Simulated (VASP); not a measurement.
Given:

```yaml
crystal:
  lattice:
    - [2.11283, -5.58323, 0.00000]
    - [2.11283, 5.58323, 0.00000]
    - [0.00000, 0.00000, 4.16380]
  atoms:
    - { symbol: Si, position: [0.55129, 0.41899, 0.25602] }
    - { symbol: Si, position: [0.44003, 0.56178, 0.74463] }
    - { symbol: Ag, position: [0.83711, 0.11671, 0.25534] }
    - { symbol: Ag, position: [0.17157, 0.90252, 0.74401] }
```

Calculation: PBE GGA, VASP's PBE PAW potentials (set 64) (plane waves; VASP 6.6.1). Numerical set-up: 300 eV cut-off, 4×4×4 Γ-centred mesh, Fermi-Dirac smearing of 0.14 eV, potentials Si Ag.

At this cut-off the stress carries a Pulay error, which pulls relaxed volumes low.

Problem. Predict the energy per atom (σ→0), pressure, largest force, band gap (on the k-mesh) with the smallest direct gap where there is one.

Solution. 
```json
{
  "band gap (on the k-mesh)": "none (metal, semimetal or under 0.01 eV)",
  "energy per atom (σ→0)": "-3.390 eV/atom",
  "pressure": "-9.42 GPa",
  "largest_force": "0.00850 Ry/bohr"
}
```

The structure was generated: SiAg was put into an ordered model structure, which need not be its known phase. The cell was not relaxed at this level, atoms are displaced from their ideal sites. The k-mesh is coarse (spacing up to 0.40 per Å, 2π included), so the numbers may not be converged in it.
